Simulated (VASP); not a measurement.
The system is Zr3MoC.

```
Zr Mo C
1.0
     4.94251    0.00000    0.00000
     0.00000    4.94251    0.00000
     0.00000    0.00000    4.94251
Zr Mo C
3 1 1
Direct
  0.50000 0.00000 0.00000
  0.00000 0.50000 0.00000
  0.00000 0.00000 0.50000
  0.00000 0.00000 0.00000
  0.50000 0.50000 0.50000
```

The cell was built by a generator and needn't be a form met in nature.

```yaml
Program: VASP 6.6.1
Task: relaxation of cell and atoms
Functional: PBE
Dispersion: TS
Potentials_or_basis: VASP PAW PBE potentials, release 64 (Zr_sv, Mo_sv, C)
Cutoff: 600 eV
k_mesh: 5 × 5 × 5
Occupations: fermi-dirac, width 0.05 eV
Spin: no spin polarisation
```

At the start: pressure -5.8 GPa; volume 24.15 Å³/atom.

Problem. How do energy, volume and symmetry change on relaxing?

Solution. Over 4 steps the energy falls by 25.9 meV/atom and the volume is 22.39 Å³/atom (-7.3 %); space group Pm-3m (No. 221, to 0.05 Å).

Step by step:
```
step  energy change (eV)  largest force (eV/Å)  pressure (GPa)  volume (Å³)
   1              0.0000                0.0000           -5.85       120.74
   2             -0.0090                0.0000            5.15       105.98
   3             -0.1312                0.0000           -1.20       113.47
   4             -0.1297                0.0000           -0.06       111.94
```

Final structure:
```
CELL_PARAMETERS angstrom
4.81948 0.00000 0.00000
0.00000 4.81948 0.00000
0.00000 0.00000 4.81948
ATOMIC_POSITIONS crystal
Zr 0.50000 0.00000 0.00000
Zr 0.00000 0.50000 0.00000
Zr 0.00000 0.00000 0.50000
Mo 0.00000 0.00000 0.00000
C 0.50000 0.50000 0.50000
```

Caveat: atom-pairwise D2, TS and ULG terms overbind metals; pairwise dispersion overbinds metals, which lowers pressure and volume.
